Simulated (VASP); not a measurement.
Output of a VASP run:

### OSZICAR
```
...
DAV:   8    -0.280601929322E+02    0.37310E-01   -0.17761E-01  2256   0.582E+00    0.238E+00
DAV:   9    -0.280898748878E+02   -0.29682E-01   -0.11922E-01  2124   0.448E+00    0.841E-01
DAV:  10    -0.280935162314E+02   -0.36413E-02   -0.94101E-02  2100   0.364E+00    0.348E-01
DAV:  11    -0.281052825546E+02   -0.11766E-01   -0.82373E-03  2120   0.119E+00    0.100E-01
DAV:  12    -0.281078443291E+02   -0.25618E-02   -0.33104E-03  2352   0.689E-01    0.568E-02
DAV:  13    -0.281073346225E+02    0.50971E-03   -0.42353E-04  2128   0.264E-01    0.554E-02
DAV:  14    -0.281073129760E+02    0.21646E-04   -0.29425E-05  2420   0.619E-02    0.367E-02
DAV:  15    -0.281071539199E+02    0.15906E-03   -0.10232E-04  2028   0.143E-01    0.793E-03
DAV:  16    -0.281071434928E+02    0.10427E-04   -0.75276E-06  2552   0.367E-02    0.475E-03
DAV:  17    -0.281071487009E+02   -0.52081E-05   -0.16363E-06  1724   0.159E-02    0.413E-03
DAV:  18    -0.281071569576E+02   -0.82567E-05   -0.15127E-06  1420   0.149E-02    0.185E-03
DAV:  19    -0.281071576787E+02   -0.72106E-06   -0.21256E-07  1036   0.776E-03
   1 F= -.28107158E+02 E0= -.28107066E+02  d E =-.281072E+02
       N       E                     dE             d eps       ncg     rms          rms(c)
DAV:   1    -0.281128030743E+02   -0.56461E-02   -0.13804E-01  2036   0.634E+00    0.756E-01
DAV:   2    -0.281076025589E+02    0.52005E-02   -0.24777E-02  2176   0.266E+00    0.200E-01
DAV:   3    -0.281069692560E+02    0.63330E-03   -0.29825E-03  2424   0.604E-01    0.711E-02
DAV:   4    -0.281070002394E+02   -0.30983E-04   -0.78526E-04  2096   0.342E-01    0.387E-02
DAV:   5    -0.281069357339E+02    0.64505E-04   -0.50524E-04  2464   0.221E-01    0.245E-02
DAV:   6    -0.281069904763E+02   -0.54742E-04   -0.62110E-05  2696   0.839E-02    0.182E-02
DAV:   7    -0.281069952992E+02   -0.48228E-05   -0.70435E-07  1420   0.104E-02    0.199E-02
DAV:   8    -0.281070117304E+02   -0.16431E-04   -0.13893E-05  2040   0.519E-02    0.791E-03
DAV:   9    -0.281070070604E+02    0.46701E-05   -0.14495E-06  1840   0.123E-02    0.521E-03
DAV:  10    -0.281070048185E+02    0.22418E-05   -0.36480E-07  1040   0.857E-03    0.271E-03
DAV:  11    -0.281069989005E+02    0.59181E-05   -0.36806E-07  1016   0.549E-03    0.153E-03
DAV:  12    -0.281069959601E+02    0.29404E-05   -0.14492E-07  1020   0.417E-03    0.759E-04
DAV:  13    -0.281069944349E+02    0.15252E-05   -0.65825E-08  1012   0.263E-03    0.245E-04
DAV:  14    -0.281069943291E+02    0.10581E-06   -0.20093E-08  1016   0.152E-03
   2 F= -.28106994E+02 E0= -.28106906E+02  d E =0.163350E-03
       N       E                     dE             d eps       ncg     rms          rms(c)
DAV:   1    -0.281096261619E+02   -0.26317E-02   -0.57531E-02  2036   0.411E+00    0.491E-01
DAV:   2    -0.281074181870E+02    0.22080E-02   -0.10784E-02  2176   0.174E+00    0.131E-01
DAV:   3    -0.281071085470E+02    0.30964E-03   -0.12978E-03  2388   0.404E-01    0.467E-02
DAV:   4    -0.281071000359E+02    0.85111E-05   -0.33846E-04  2088   0.221E-01    0.248E-02
DAV:   5    -0.281071823602E+02   -0.82324E-04   -0.21738E-04  2440   0.144E-01    0.160E-02
DAV:   6    -0.281072235513E+02   -0.41191E-04   -0.27269E-05  2568   0.566E-02    0.118E-02
DAV:   7    -0.281072210318E+02    0.25195E-05   -0.41625E-07  1316   0.635E-03    0.126E-02
DAV:   8    -0.281072322627E+02   -0.11231E-04   -0.47641E-06  2060   0.301E-02    0.517E-03
DAV:   9    -0.281072325676E+02   -0.30487E-06   -0.10934E-06  1476   0.100E-02
   3 F= -.28107233E+02 E0= -.28107142E+02  d E =-.748889E-04
```

**OUTCAR**
```
------------------------ aborting loop because EDIFF is reached ----------------------------------------
  FORCE on cell =-STRESS in cart. coord.  units (eV):
  Direction    XX          YY          ZZ          XY          YZ          ZX
  --------------------------------------------------------------------------------------
  Total       -0.0062952     -0.0062952     -0.0062952      0.0000000      0.0000000      0.0000000
  in kB       -0.4980203     -0.4980203     -0.4980203      0.0000000      0.0000000      0.0000000
  external PRESSURE =      -0.4980203 kB  Pullay stress =       0.0000000 kB
  volume of cell :       20.25
      direct lattice vectors                 reciprocal lattice vectors
     0.000000000  2.163455319  2.163455319    -0.231111776  0.231111776  0.231111776
     2.163455319  0.000000000  2.163455319     0.231111776 -0.231111776  0.231111776
     2.163455319  2.163455319  0.000000000     0.231111776  0.231111776 -0.231111776
 POSITION                                       TOTAL-FORCE (eV/Angst)
 -----------------------------------------------------------------------------------
      0.00000      0.00000      0.00000         0.000000      0.000000      0.000000
      2.16346      2.16346      2.16346         0.000000      0.000000     -0.000000
 -----------------------------------------------------------------------------------
    total drift:                                0.000000     -0.000000     -0.000000
  FREE ENERGIE OF THE ION-ELECTRON SYSTEM (eV)
  ---------------------------------------------------
  free  energy   TOTEN  =       -28.1072325676 eV

  energy  without entropy=      -28.1069600790  energy(sigma->0) =      -28.10714174

 reached required accuracy - stopping structural energy minimisation
```
(Selected blocks of OUTCAR.)

POSCAR:
```
TiC
1
    0.0000000000     2.1650000000     2.1650000000
    2.1650000000     0.0000000000     2.1650000000
    2.1650000000     2.1650000000     0.0000000000
Ti C
1 1
Direct
  0.0000000000   0.0000000000   0.0000000000
  0.5000000000   0.5000000000   0.5000000000
```

Task: Write an INCAR and KPOINTS that could have produced this output.

Result: One answer among several that fit: the input of the run itself, SCAN meta-GGA, plane waves, VASP's PBE PAW potentials (set 64).

### INCAR
```
! general
SYSTEM  = TiC
PREC    = Accurate
ENCUT   = 520
LREAL   = .FALSE.   ! projection in real space or not
LASPH   = .TRUE.   ! aspherical one-centre terms

! electronic loop
EDIFF   = 1E-6
NELM    = 100   ! most electronic steps
ALGO    = Normal
LMAXMIX = 4   ! l cut-off of mixed one-centre charges
LMIXTAU = .TRUE.

! smearing
ISMEAR  = 1   ! Methfessel-Paxton
SIGMA   = 0.1   ! width (eV)

! functional
METAGGA = SCAN

! ions
IBRION  = 2
NSW     = 60   ! most ionic steps
ISIF    = 3   ! ions, shape and volume
EDIFFG  = -0.01   ! ionic stop

! output
LWAVE   = .FALSE.
LCHARG  = .FALSE.
```

**KPOINTS**
```
Automatic mesh
0
Gamma
13 13 13
0 0 0
```

POTCAR, in this order: Ti_sv C (PBE.64 set). Program: vasp_std.

The compound is TiC in the rock salt structure. This run relaxes it. Symmetry was kept, so distortions that lower it aren't found.
